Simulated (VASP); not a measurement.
# Au: relaxation of cell and atoms with PBE+D3(BJ)

The system is Au.

```xyz
1
Lattice="0.0000 2.0506 2.0506 2.0506 0.0000 2.0506 2.0506 2.0506 0.0000" Properties=species:S:1:pos:R:3 pbc="T T T"
Au    0.0000    0.0000    0.0000
```

```json
{"Program": "VASP 6.6.1", "Task": "relaxation of cell and atoms", "Functional": "PBE", "Dispersion": "D3(BJ)", "Potentials or basis": "VASP PAW PBE potentials, release 64 (Au)", "Cutoff": "600 eV", "k mesh": "16 × 16 × 16", "Occupations": "methfessel-paxton, width 0.1 eV", "Spin": "no spin polarisation", "Further INCAR settings": "ALGO = Normal; EDIFF = 1e-07; IBRION = 2; EDIFFG = -0.005; NSW = 90; ISIF = 3"}
```

| Item | Value |
| --- | --- |
| Pressure after relaxing | 0.0 GPa |
| Band gap on the k mesh | none (metal or under the smearing width) |
| Dispersion energy per atom | -0.657 eV |

Final structure:
```
Au
1.0
     0.00000    2.05062    2.05062
     2.05062    0.00000    2.05062
     2.05062    2.05062    0.00000
Au
1
Direct
  0.00000 0.00000 0.00000
```

Levels at points of the mesh, in eV from the Fermi level:
```
           k point  band 2  band 3  band 4  band 5  band 6  band 7  band 8  band 9
(0.00, 0.00, 0.00)   -4.59   -4.59   -4.59   -3.11   -3.11   14.57   18.51   18.51
(0.50, 0.00, 0.00)   -4.63   -4.63   -1.93   -1.93   -0.87    3.04   14.02   17.08
(0.50, 0.50, 0.00)   -6.61   -1.98   -1.62   -1.62    1.09    5.71   10.01   10.01
```

It took 16 s on 1 thread of Intel(R) Xeon(R) Platinum 8488C (Sapphire Rapids) (shared host), peak memory 0.16 GiB.

Caveat: the relaxation stopped at its first step, so nothing moved; pairwise dispersion overbinds metals, which lowers pressure and volume. The run has no spin-orbit coupling, so splittings on Au are missing.
